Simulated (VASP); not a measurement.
Given:

```xyz
2
Lattice="1.7553 -3.0989 0.0000 1.7553 3.0989 0.0000 0.0000 0.0000 5.6775" Properties=species:S:1:pos:R:3 pbc="T T T"
Tb     1.7553     1.0330     1.4194
Tb     1.8173    -1.0330     4.2582
```

All values below come from PBE GGA, VASP's PBE PAW potentials (set 64) (plane waves; VASP). Numerical set-up: EDIFF = 1E-2, 400 eV cut-off, 11×11×6 Γ-centred mesh, first-order Methfessel-Paxton smearing of 0.10 eV, potentials Tb_3.

The 4f electrons are frozen in the core of the lanthanide potential, so 4f levels, which can set the real gap, and their magnetism are missing.

### Question
Which forces act on the atoms, in eV/Å?

### Answer

```tsv
atom	Fx	Fy	Fz
Tb1	0.051	-0.022	0.000
Tb2	-0.051	0.022	0.000
```

### Question
Give the stress tensor in GPa (positive for a compressed cell).

### Answer

```
-0.41  -0.14   0.00
-0.14  -1.56   0.00
 0.00   0.00  -2.77
```
The pressure is its mean diagonal, -1.58 GPa.

The compound is Tb in the hcp structure. The cell was not relaxed at this level, atoms are displaced from their ideal sites. The run is one of a series of settings (EDIFF = 1E-2 against the base run), some of them coarse on purpose.
